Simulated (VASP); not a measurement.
PtF2:

```
Pt F
1.0
     1.56477    0.90342    4.73090
    -1.56477    0.90342    4.73090
     0.00000   -1.80685    4.73090
Pt F
1 2
Cartesian
  0.0000 0.0000 0.0000
  0.0000 0.0000 3.5766
  0.0000 0.0000 10.6161
```

The cell was built by a generator and needn't be a form met in nature.

Base run:

- Program: VASP 6.6.1
- Functional: PBE
- Potentials or basis: VASP PAW PBE potentials, release 64 (Pt, F)
- Cutoff: 520 eV
- k mesh: 7 × 7 × 7
- Occupations: gaussian, width 0.05 eV
- Spin: collinear spin, zero start
- Starting moments: [0.0, 0.0, 0.0] μB
- Hubbard terms: Pt d U = 6 eV

Its results: band gap on the k mesh none (metal or under the smearing width); pressure 17.5 GPa; net moment 0.00 μB per cell; largest force 0.525 eV/Å.

Question: The run is repeated on the same cell with these changes: hubbard terms from Pt d U = 6 eV to none; further incar settings from ALGO = Normal; EDIFF = 1e-07 to ALGO = Fast; EDIFF = 1e-06. What comes out?

Answer: Band gap on the k mesh none (metal or under the smearing width); pressure 24.3 GPa; net moment 0.00 μB per cell; largest force 1.102 eV/Å.

Caveats: so large a pressure means that the cell lies far from this level's equilibrium, or that cutoff or potentials fall short (some runs); forces of over 1 eV/Å show positions far from the minimum, so gaps and moduli don't describe the material at rest (some runs).

Not every run made on this cell is shown here.
